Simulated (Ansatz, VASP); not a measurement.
**ZrB2 in two plane-wave programs**

One calculation is typed for both programs; each brings its own data sets. How far apart do they land? The structure shown is the end of the Ansatz relaxation below.

Calculated with Ansatz 0.2.0; plane waves, with VASP 6.6.1 beside it; single point at PBEsol.

## 1. The starting structure

It takes space group P6/mmm (No. 191, hexagonal). The conventional cell has a = 3.051 Å, b = 3.051 Å, c = 3.376 Å, α = 90.00°, β = 90.00°, γ = 120.00°. B has 3 B at 1.76 Å and 6 Zr at 2.44 Å nearest. Zr has 12 B at 2.44 Å nearest. Farther neighbours are not listed.

As a file:

```cif
data_structure
_symmetry_space_group_name_H-M 'P6/mmm'
_symmetry_Int_Tables_number 191
_cell_length_a 3.0507
_cell_length_b 3.0507
_cell_length_c 3.3757
_cell_angle_alpha 90.000
_cell_angle_beta 90.000
_cell_angle_gamma 120.000
_cell_volume 27.21
loop_
_atom_site_label
_atom_site_type_symbol
_atom_site_symmetry_multiplicity
_atom_site_Wyckoff_symbol
_atom_site_fract_x
_atom_site_fract_y
_atom_site_fract_z
_atom_site_occupancy
B1 B 2 d 0.33333 0.66667 0.50000 1
Zr1 Zr 1 a 0.00000 0.00000 0.00000 1
```

## 2. Ansatz: relaxation, PBEsol

Ansatz runs on its PAW soft_1 files.

This run makes the geometry at which the two programs are then compared.

input.yaml

```yaml
crystal:
  lattice:
    - [3.0499162991, 0.0, 0.0]
    - [-1.5249581496, 2.6413049945, 0.0]
    - [0.0, 0.0, 3.3774060442]
  atoms:
    - { symbol: B, position: [0.3333333333, 0.6666666667, 0.5] }
    - { symbol: B, position: [0.6666666667, 0.3333333333, 0.5] }
    - { symbol: Zr, position: [0.0, 0.0, 0.0] }
kpoints:
  mp_grid: { grid: [15, 15, 12] }
hamiltonian:
  xc: pbesol
  pseudopotentials: { kind: paw, azcp: { folder: soft_1 }, xc_functional: pbe }
scf:
  occupations: { method: methfessel_paxton, width: 0.2 }
output:
  forces: true
  stress: true
  eigenvalues: true
relax:
  adjacent_minimum: "off"
  f_tol: 0.001
  max_steps: 60
  cell: { stress_tol: 0.01, fix: [volume] }
```

Run with:

```bash
ansatz run input.yaml --threads 4 --pin off --max-ram 10240MiB --backend cpu --events-out ev --progress --plain --runs-dir out
```

Numbers of over 12 decimals in the logs are rounded to 6 here.

Output:

```text
Engine: ansatz 0.2.0, x86_64-unknown-linux-gnu
Pseudopotentials: kind: paw
Pseudopotential: B, paw, valence charge 3, recommended cutoff 420 eV (normal), soft_1/B.paw.azcp
Pseudopotential: Zr, paw, valence charge 12, recommended cutoff 420 eV (normal), soft_1/Zr.paw.azcp
Functional definition: PBEsol
  exchange = pbesol_x
  correlation = pbesol_c
Crystal: 3 atoms, lattice volume = 27.208 Å³
Basis set: ecut = 420 eV, 539 PW (Γ), exchange–correlation on 48×48×48 points (8 copies of the dense FFT grid, shifted against one another)
Bands: 13, of which v1, the nominal top of the filled ones, is band 9 counted from 1 (8 counted from 0)
Symmetry: 24 space group operations
Space group: P6/mmm (ITA 191), of the structure as read, at distance tolerance 3.0e-5 Å
k-points: 189 of 2700
Non-local potential: B, projectors of the file, l = 0: 2, l = 1: 2, l = 2: 1
Non-local potential: Zr, projectors of the file, l = 0: 3, l = 1: 2, l = 2: 2, l = 3: 1
PAW form: soft (Blöchl's): semilocal exchange-correlation on the pseudo side does not see the compensation charge
PAW frozen core: B, regenerated for the run's functional, and the local potential with it (the file was generated under x = pbe(κ = 0.804, μ = 0.219515), c = pbe(β = 0.066725))
PAW frozen core: Zr, regenerated for the run's functional, and the local potential with it (the file was generated under x = pbe(κ = 0.804, μ = 0.219515), c = pbe(β = 0.066725))
PAW one-centre angular grid: B, 110 points (default); XC on 64 Gauss nodes
PAW one-centre angular grid: Zr, 590 points (default); XC on 64 Gauss nodes
Initial density: superposition of atomic densities (chi_scale 0.1, normalization cell, long waves kept (reshape's long-wave potential 0.00 eV rms))
Initial wavefunctions: pseudopotential atomic-orbital guess
Functional: x = pbesol(κ = 0.804, μ = 0.123457), c = pbesol(β = 0.046)
SCF iter   1: F=—  HF=-4437.590641 eV  |F-HF|=—  |Δ(HF+E_count)|=         —  Δρ=6.59e-2  dr2=2.05e0  ethr=3.10e-3  ⟨swp⟩=5.0  Hψ=12069  notcnv=0
preconditioner: auto → none  [metal: Δε(μ)=0.037 eV  Ē_g=17.592 eV  σ=0.200 eV  W_gap=0.15  n_scr=8 (ndim 8)  ℏωp=28.5 eV  f_vac=0.000  D(μ)=0.23/eV (n_scr^D=0)  sad-step TF]
SCF iter   2: F=—  HF=-4437.110072 eV  |F-HF|=—  |Δ(HF+E_count)|=   4.81e-1  S|Δr|=    0.00e0  Δρ=3.32e-2  dr2=4.87e-1  ethr=3.10e-3  ⟨swp⟩=2.4  Hψ=5098  notcnv=0
SCF iter   3: F=—  HF=-4436.962159 eV  |F-HF|=—  |Δ(HF+E_count)|=   1.48e-1  S|Δr|=    0.00e0  Δρ=2.11e-3  dr2=5.20e-4  ethr=2.70e-3  ⟨swp⟩=2.0  Hψ=4137  notcnv=0
SCF iter   4: F=—  HF=-4436.962779 eV  |F-HF|=—  |Δ(HF+E_count)|=   6.19e-4  S|Δr|=    0.00e0  Δρ=3.79e-4  dr2=2.44e-5  ethr=2.89e-6  ⟨swp⟩=2.0  Hψ=5650  notcnv=0
SCF iter   5: F=—  HF=-4436.962785 eV  |F-HF|=—  |Δ(HF+E_count)|=   6.31e-6  S|Δr|=    0.00e0  Δρ=3.74e-5  dr2=4.32e-7  ethr=1.36e-7  ⟨swp⟩=2.0  Hψ=4146  notcnv=0
SCF iter   6: F=-4436.962785 eV  HF=-4436.962785 eV  |F-HF|=3.93e-10  |Δ(HF+E_count)|=   8.16e-8  S|Δr|=    0.00e0  Δρ=5.54e-6  dr2=3.61e-9  ethr=5.56e-10  ⟨swp⟩=5.3  Hψ=11656  notcnv=0
SCF 1 converged in 6 iterations: F = -4436.962785 eV  dr2 = 3.61e-9
  greatest PAW one-centre occupation: 0.996 electrons in one spin orbital (limit 2), on the Zr atom at site 2 (counted from 0), in its partial waves of l = 0
relax step   1: F+E_penalty+E_count = -4436.96278481 eV  Δ(F+E_penalty+E_count) = +0.000e0 eV  max|allowed force component| = 2.529e-16 eV/Å  Δτ_max = 0.0000 Å  P = +32.357 GPa  Ω = 27.208 Å³  fix = [volume]  reactions: volume +32.357 GPa  (6 SCF iters, dr2 threshold 1.00e-7 eV, accepted)
[...]
relax step   2: F+E_penalty+E_count = -4436.96279546 eV  Δ(F+E_penalty+E_count) = -1.065e-5 eV  max|allowed force component| = 1.789e-16 eV/Å  Δτ_max = 0.0000 Å  P = +32.350 GPa  Ω = 27.208 Å³  energy of the carried Pulay correction = -1.600e-6 eV  fix = [volume]  reactions: volume +32.350 GPa  (3 SCF iters, dr2 threshold 1.06e-7 eV, accepted)
[...]
relax step   3: F+E_penalty+E_count = -4436.96279653 eV  Δ(F+E_penalty+E_count) = -1.069e-6 eV  max|allowed force component| = 3.084e-16 eV/Å  Δτ_max = 0.0000 Å  P = +32.351 GPa  Ω = 27.208 Å³  energy of the carried Pulay correction = -1.290e-6 eV  fix = [volume]  reactions: volume +32.351 GPa  (3 SCF iters, dr2 threshold 6.16e-9 eV, accepted)
[...]
relax step   4: F+E_penalty+E_count = -4436.96279713 eV  Δ(F+E_penalty+E_count) = -5.978e-7 eV  max|allowed force component| = 3.269e-16 eV/Å  Δτ_max = 0.0000 Å  P = +32.351 GPa  Ω = 27.208 Å³  fix = [volume]  reactions: volume +32.351 GPa  stress off target by 6.46e-4 GPa on what of the cell is left free  SCF on the basis re-selected at this cell (its energy is not comparable with the rows above)  (5 SCF iters)
basis re-selected at this cell: Δ(F+E_penalty+E_count) = -5.978e-7 eV, ΔP = +0.000 GPa vs the last step (what re-selecting the basis moved, of the pressure what is left beyond the Pulay correction that the steps carried, after the strain that the cell walked since its last selection, with what the two solves' SCF thresholds leave and, on support functions, any second-order correction that the steps lacked; it is no m [...]
SCF converged after 5 iterations
Stability not checked: this state was not tested for a lower state beside it, because cold or Methfessel-Paxton smearing, or corrected tetrahedra, fill the levels in a way that the test cannot read (fill_not_monotonic; see scf.lower_state_search)
Free energy (F): -4436.962797 eV
Harris-Foulkes:  -4436.962797 eV  (|F-HF|=0.00e0)
Internal energy: -4436.963254 eV  (E = F + TS)
E sigma→0 (E₀):  -4436.962911 eV
Entropy (-TS):   0.000457 eV (0.152 meV/atom)
Fermi energy:    17.720639 eV
--- Per-component energies (eV) ---
  E_band       = 11.260854
  E_kinetic    = 429.913974
  E_local      = -467.019932  (includes V_loc(G=0)·N_el)
  E_nonlocal   = 92.026627
  E_hartree    = 162.971980
  E_xc         = -225.396204
  E_vxc        = -267.982705  (∫ρ·V_xc dr)
  E_paw        = -3060.732919  (= ΣΔE_a)
  E_vpaw       = -101.621040  (= ΣTr[D̂ρ^β])
  E_aug_tail   = -0.000010  (compensation charges beyond the density's cutoff)
  E_ewald      = -1368.921912
  E_core_change = 0.195143  (= ΣΔE_core)
  E_smearing   = 0.000457  (= −TS)
  E_closure    = 0.000000  (closes the sum)
  Σ components = -4436.962797   (vs F -4436.962797, Δ=0.00e0)
--- Forces (eV/Å), atoms counted from 1 ---
  atom   1  B     -0.00000000    -0.00000000     0.00000000
  atom   2  B      0.00000000     0.00000000     0.00000000
  atom   3  Zr     0.00000000     0.00000000     0.00000000
  max |Σ_I F_I| component: 1.85e-17 eV/Å
--- Stress (GPa, compression-positive) ---
       32.351414      -0.000000       0.000000
        0.000000      32.351414       0.000000
        0.000000       0.000000      32.350444
  P = ⅓ Tr σ = 32.3511 GPa (323.511 kbar)
--- Band table (eV; the first three rows and the last of 189) ---
  k-point 0: bands = [... 5 lower, 14.8152, 14.8152, 14.8532, 15.5948, 21.7169, 21.7169, 22.6493, 22.6493]
  k-point 1: bands = [... 5 lower, 14.2683, 14.8891, 14.8891, 16.1560, 21.0038, 21.0038, 22.3838, 22.3838]
  k-point 2: bands = [... 5 lower, 13.3828, 15.1081, 15.1081, 16.9958, 20.0017, 20.0017, 21.6924, 21.6924]
  k-point 188: bands = [... 5 lower, 8.4813, 12.7743, 15.0823, 15.0823, 22.6145, 25.0408, 25.0408, 25.4138]
--- Relaxed structure (3 steps of the walk, 3 accepted, 1 SCFs on fresh bases) ---
  F+E_penalty+E_count = -4436.96279713 eV   max|allowed force component| = 3.269e-16 eV/Å   (the final SCF, on the basis selected at the relaxed cell)
  cell:  # Å, volume = 27.2076 Å³
    - [3.050673, 2.887466945743604e-11, 0.0]
    - [-1.525336, 2.641960, 0.0]
    - [0.0, 0.0, 3.375731]
  atoms:
    - { symbol: B, position: [0.333333, 0.666667, 0.500000] }
    - { symbol: B, position: [0.666667, 0.333333, 0.500000] }
    - { symbol: Zr, position: [0, 0, 0.0] }
```

In the SCF lines HF is the Harris–Foulkes energy and dr2 the Hartree energy of the density residual, in eV; the loop may stop once dr2 is under the threshold and the program's other checks hold. Hψ counts applications of the Hamiltonian.

## 3. VASP: single point, PBEsol, pair 1

The same cell, functional, mesh and smearing now go to VASP, with its own data sets.

Lines of VASP's logs that name or quote its potential files are left out, and so is its time.

INCAR

```
SYSTEM = ZrB2
PREC = Accurate
ENCUT = 500
EDIFF = 1E-06
NELM = 120
ISMEAR = 1
SIGMA = 0.2
LREAL = .FALSE.
ALGO = Normal
GGA = PS
NBANDS = 15
LASPH = .TRUE.
LORBIT = 11
LWAVE = .FALSE.
LCHARG = .FALSE.
ISIF = 2
GGA_COMPAT = .FALSE.
KPAR = 2
```

POSCAR

```
ZrB2
1.0
    3.0506727672      0.0000000000      0.0000000000
   -1.5253363836      2.6419601150      0.0000000000
    0.0000000000      0.0000000000      3.3757312772
B Zr
2 1
Direct
    0.3333333333      0.6666666667      0.5000000000
    0.6666666667      0.3333333333      0.5000000000
    0.0000000000      0.0000000000      0.0000000000
```

KPOINTS

```
Automatic mesh
0
Gamma
15 15 12
0 0 0
```

The projector-augmented-wave data sets are B and Zr_sv (PBE family, release 64).

Run with:

```bash
mpirun -np 2 vasp_std
```

Output:

```text
[banner, memory and clock lines left out]
running    2 mpi-ranks, on    1 nodes
 distrk:  each k-point on    1 cores,    2 groups
 distr:  one band on    1 cores,    1 groups

 POSCAR found type information on POSCAR B Zr
 POSCAR found :  2 types and       3 ions
|                                                                             |
|               ----> ADVICE to this user running VASP <----                  |
|                                                                             |
|     You enforced a specific xc type in the INCAR file but a different       |
|     [... a line on the potential file left out ...]
|     I HOPE YOU KNOW WHAT YOU ARE DOING!                                     |
|                                                                             |

 LDA part: xc-table for (Slater+PW92), standard interpolation
 POSCAR, INCAR and KPOINTS ok, starting setup
 FFT: planning ... GRIDC
 FFT: planning ... GRID_SOFT
 FFT: planning ... GRID
 WAVECAR not read
 entering main loop
       N       E                     dE             d eps       ncg     rms          rms(c)
DAV:   1     0.102987162607E+03    0.10299E+03   -0.97097E+03  5678   0.118E+03
DAV:   2    -0.246611372651E+02   -0.12765E+03   -0.12289E+03  7196   0.307E+02
DAV:   3    -0.287746499901E+02   -0.41135E+01   -0.40938E+01  8968   0.483E+01
DAV:   4    -0.288394831633E+02   -0.64833E-01   -0.64819E-01  6621   0.550E+00
DAV:   5    -0.288406607112E+02   -0.11775E-02   -0.11775E-02  8886   0.539E-01    0.289E+01
DAV:   6    -0.261770354099E+02    0.26636E+01   -0.57588E+00  7151   0.181E+01    0.124E+01
DAV:   7    -0.261142600309E+02    0.62775E-01   -0.76762E-01  8306   0.590E+00    0.411E+00
DAV:   8    -0.261173278484E+02   -0.30678E-02   -0.12975E-01  6917   0.323E+00    0.501E-01
DAV:   9    -0.261130261381E+02    0.43017E-02   -0.23030E-02  6986   0.129E+00    0.217E-01
DAV:  10    -0.261125973206E+02    0.42882E-03   -0.15678E-03  6651   0.392E-01    0.417E-02
DAV:  11    -0.261125955464E+02    0.17742E-05   -0.93034E-05  8066   0.883E-02    0.138E-02
DAV:  12    -0.261125941592E+02    0.13871E-05   -0.37439E-06  6198   0.180E-02    0.609E-03
DAV:  13    -0.261125939242E+02    0.23503E-06   -0.49166E-07  3794   0.629E-03
   1 F= -.26112594E+02 E0= -.26112745E+02  d E =0.453139E-03
```

From OUTCAR (step 3):

```text
ion  position               nearest neighbor table
   1  0.333  0.667  0.500-   2 1.76   2 1.76   2 1.76   3 2.44   3 2.44   3 2.44   3 2.44   3 2.44
                             3 2.44
   2  0.667  0.333  0.500-   1 1.76   1 1.76   1 1.76   3 2.44   3 2.44   3 2.44   3 2.44   3 2.44
                             3 2.44
   3  0.000  0.000  0.000-   1 2.44   2 2.44   1 2.44   2 2.44   1 2.44   1 2.44   2 2.44   2 2.44
                             2 2.44   2 2.44   1 2.44   1 2.44

  LATTYP: Found a hexagonal cell.
 ALAT       =     3.0506727672
 C/A-ratio  =     1.1065530572

 Subroutine GETGRP returns: Found 24 space group operations
 (whereof 24 operations were pure point group operations)

The static configuration has the point symmetry D_6h.

 Found    189 irreducible k-points:

   k-points           NKPTS =    189   k-points in BZ     NKDIM =    189   number of bands    NBANDS=     15

   dimension x,y,z NGX =    24 NGY =   24 NGZ =   28
   dimension x,y,z NGXF=    48 NGYF=   48 NGZF=   56

   ENCUT  =  500.0 eV  36.75 Ry    6.06 a.u.   5.56  5.56  6.15*2*pi/ulx,y,z

   NELECT =      18.0000    total number of electrons

 k-points in reciprocal lattice and weights: Automatic mesh
   0.00000000  0.00000000  0.00000000       0.000
   0.06666667  0.00000000  0.00000000       0.002
   0.13333333  0.00000000  0.00000000       0.002
   0.20000000  0.00000000  0.00000000       0.002
   0.26666667  0.00000000  0.00000000       0.002
   0.33333333 -0.00000000  0.00000000       0.002
   0.40000000 -0.00000000  0.00000000       0.002
   0.46666667 -0.00000000  0.00000000       0.002
   0.06666667  0.06666667  0.00000000       0.002
[...]
0.33333333  0.26666667  0.50000000       0.004
   0.33333333  0.33333333  0.50000000       0.001

 average (electrostatic) potential at core
       1 -20.4507       2 -20.4507       3 -70.5928

 E-fermi :  11.8036

 k-point     1 :       0.0000    0.0000    0.0000
  band No.  band energies     occupation
    ...
      5      -1.3960      2.00000
      6       8.9000      2.00000
      7       8.9000      2.00000
      8       8.9348      2.00000
      9       9.6757      2.00000
     10      15.8044      0.00000
     11      15.8044      0.00000
     12      16.7400      0.00000
     13      16.7400      0.00000
     14      17.4348      0.00000
    ...

 k-point     2 :       0.0667    0.0000    0.0000
  band No.  band energies     occupation
    ...
      5      -1.2940      2.00000
      6       8.6372      2.00000
      7       8.9170      2.00000
      8       9.0348      2.00000
      9       9.5360      2.00000
     10      15.7351     -0.00000
     11      15.9472      0.00000
     12      15.9859      0.00000
     13      16.2005      0.00000
     14      17.8242      0.00000
    ...

 k-point     3 :       0.1333    0.0000    0.0000
  band No.  band energies     occupation
    ...
      5      -0.9995      2.00000
      6       7.9693      2.00000
      7       8.9486      2.00000
      8       9.1821      2.00000
      9       9.2886      2.00000
     10      14.9865     -0.00000
     11      15.5474     -0.00000
     12      15.7361     -0.00000
     13      16.3461      0.00000
     14      18.6635      0.00000
    ...

  Total        5.5750858      5.5750858      5.5690949      0.0000000      0.0000000      0.0000000
  in kB      328.3011354    328.3011354    327.9483487      0.0000000      0.0000000      0.0000000
  external PRESSURE =     328.1835398 kB  Pullay stress =       0.0000000 kB

  energy-cutoff  :      500.00
  volume of cell :       27.21
      direct lattice vectors                 reciprocal lattice vectors
     3.050672767  0.000000000  0.000000000     0.327796547  0.189253425  0.000000000
    -1.525336384  2.641960115  0.000000000     0.000000000  0.378506850  0.000000000
     0.000000000  0.000000000  3.375731277     0.000000000  0.000000000  0.296232110

 POSITION                                       TOTAL-FORCE (eV/Angst)
 -----------------------------------------------------------------------------------
     -0.00000      1.76131      1.68787         0.000000      0.000000      0.000000
      1.52534      0.88065      1.68787        -0.000000     -0.000000     -0.000000
      0.00000      0.00000      0.00000         0.000000     -0.000000     -0.000000
 -----------------------------------------------------------------------------------
    total drift:                               -0.000000      0.000000     -0.000000

  FREE ENERGIE OF THE ION-ELECTRON SYSTEM (eV)
  ---------------------------------------------------
  free  energy   TOTEN  =       -26.1125939242 eV

  energy  without entropy=      -26.1130470636  energy(sigma->0) =      -26.11274497

 total charge
# of ion       s       p       d       tot
------------------------------------------
    1        0.695   1.353   0.000   2.049
    2        0.695   1.353   0.000   2.049
    3        2.196   6.065   1.965  10.226
--------------------------------------------------
tot          3.587   8.772   1.965  14.324

[... 3 further parts left out ...]
```

The run ends at a pressure of 32.82 GPa.

## 4. Differences

Known differences besides the potentials themselves: the cutoff is 420 eV in Ansatz and 500 eV in VASP; Ansatz makes its cores anew for this functional, VASP keeps those of its PBE data sets; Ansatz's pressure holds a Pulay correction, VASP's none. Total energies have different zeros and are not compared.

The two programs side by side:

```tsv
quantity	Ansatz	VASP	difference
pressure (GPa)	32.35	32.82	-0.47
```

## 5. Ansatz: relaxation, PBEsol

This run makes the geometry at which the two programs are then compared. The cell compared in this pair holds 27.81 Å³, against 27.21 Å³ for the pair before.

The structure compared here is the end of the Ansatz relaxation.

Edit input.yaml of step 2 so:

```diff
@@ -2,5 +2,5 @@
   lattice:
-    - [3.0499162991, 0.0, 0.0]
-    - [-1.5249581496, 2.6413049945, 0.0]
-    - [0.0, 0.0, 3.3774060442]
+    - [3.0714718562, 0.0, 0.0]
+    - [-1.5357359281, 2.6599726545, 0.0]
+    - [0.0, 0.0, 3.4041709041]
   atoms:
```

Run with:

```bash
ansatz run input.yaml --threads 4 --pin off --max-ram 10240MiB --backend cpu --events-out ev --progress --plain --runs-dir out
```

Output:

```text
[...]
Crystal: 3 atoms, lattice volume = 27.812 Å³
Basis set: ecut = 420 eV, 563 PW (Γ), exchange–correlation on 48×48×48 points (8 copies of the dense FFT grid, shifted against one another)
Bands: 13, of which v1, the nominal top of the filled ones, is band 9 counted from 1 (8 counted from 0)
Symmetry: 24 space group operations
[...]
k-points: 189 of 2700
[...]
k-point 188: bands = [... 5 lower, 8.1927, 12.3885, 14.6846, 14.6846, 22.0819, 24.4187, 24.4187, 24.8246]
--- Relaxed structure (3 steps of the walk, 3 accepted, 1 SCFs on fresh bases) ---
[...]
cell:  # Å, volume = 27.8122 Å³
    - [3.072343, 0, 0]
    - [-1.536171, 2.660727, 0]
    - [0, 0, 3.402241]
  atoms:
    - { symbol: B, position: [0.333333, 0.666667, 0.500000] }
    - { symbol: B, position: [0.666667, 0.333333, 0.500000] }
    - { symbol: Zr, position: [0, 0, 0] }
[key lines of the parts left out:]
SCF converged after 5 iterations
Free energy (F): -4437.069869 eV
Fermi energy:    17.333781 eV
P = ⅓ Tr σ = 24.5304 GPa (245.304 kbar)
```

(Continued in part 2 of 2.)

[Lines on the potential files, build, host, timing and source positions are cut from VASP's logs without a mark.]

[Logs are printed without paths, hosts, clocks, repeated set-up lines and the standing remarks that a program may print on its own settings, such as how far it seeks lower states.]

[Hosts, paths, dates, database ids (printed as entryN), source tags and the programs' standing remarks are cut or masked in the printed files.]
